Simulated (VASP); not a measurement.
Consider the following.

```
CELL_PARAMETERS angstrom
      1.52240     0.87896     6.31100
     -1.52240     0.87896     6.31100
      0.00000    -1.75792     6.31100
ATOMIC_POSITIONS crystal
  Re 0.00000 0.00000 0.00000
  S  0.24656 0.24656 0.24656
  S  0.75344 0.75344 0.75344
```

These are PBEsol GGA, VASP's PBE PAW potentials (set 64) (plane waves; VASP) values and carry that method's errors. Run with 400 eV cut-off, 13×13×13 Γ-centred mesh, tetrahedra with Blöchl corrections, potentials Re S.

The cores are frozen, which limits the accuracy of field gradients.

Q: Give the principal components of the electric field gradient (V/Å²) and the asymmetry η at each nucleus.

A: 
```csv
atom,Vxx,Vyy,Vzz,η
Re1,74.7,74.7,-149.5,0.00
S2,15.4,15.4,-30.8,0.00
S3,15.4,15.4,-30.8,0.00
```

The structure was generated: ReS2 was put into the CdCl2 type (R-3m), which need not be its known phase. It was relaxed first, which changed the volume by -23 %.
